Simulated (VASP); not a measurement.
TiNb under changes of volume

One of the cells (18.026 Å³/atom); the others are scaled copies at fixed shape and fractional positions:

```
Nb Ti
1.0
     1.65187   -2.33340    0.00000
     1.65187    2.33340    0.00000
     0.00000    0.00000    4.67671
Nb Ti
1 1
Direct
  0.00000 0.00000 0.00000
  0.50000 0.50000 0.50000
```

The cell comes from a database or a generator and needn't be the stable form of this composition.

| Property | Result |
| --- | --- |
| Program | VASP 6.6.1 |
| Functional | PBEsol |
| Potentials or basis | VASP PAW PBE potentials, release 64 (Nb_sv, Ti_sv) |
| Cutoff | 520 eV |
| k mesh | 10 × 10 × 6 |
| Occupations | fermi-dirac, width 0.05 eV |
| Spin | no spin polarisation |

```csv
volume (Å³/atom),energy over the lowest point (meV/atom),pressure (GPa)
16.612,?,?
16.966,0.00,-0.6
17.319,4.52,-3.5
18.026,31.00,-8.4
18.380,51.96,-10.6
18.733,77.46,-12.5
```

Q: What does the run at 16.612 Å³/atom give?

A: Energy over the lowest point 2.02 meV/atom; pressure 2.5 GPa.

Worked out: A Birch-Murnaghan fit of order 3 (a polynomial in V^(-2/3)) to the other rows has its minimum at 16.89 Å³/atom, just outside them, with B0 = V·E''(V) = 144 GPa and B' = 3.3 at fixed shape and positions, which overstates the stiffness. It gives 2.00 meV/atom at 16.612 Å³/atom, against the run's 2.02, and -dE/dV = 2.5 GPa, against 2.5.

Energies are extrapolated to zero smearing.

Caveats: the PAW data sets were made with another functional, which shifts forces and pressure a little.
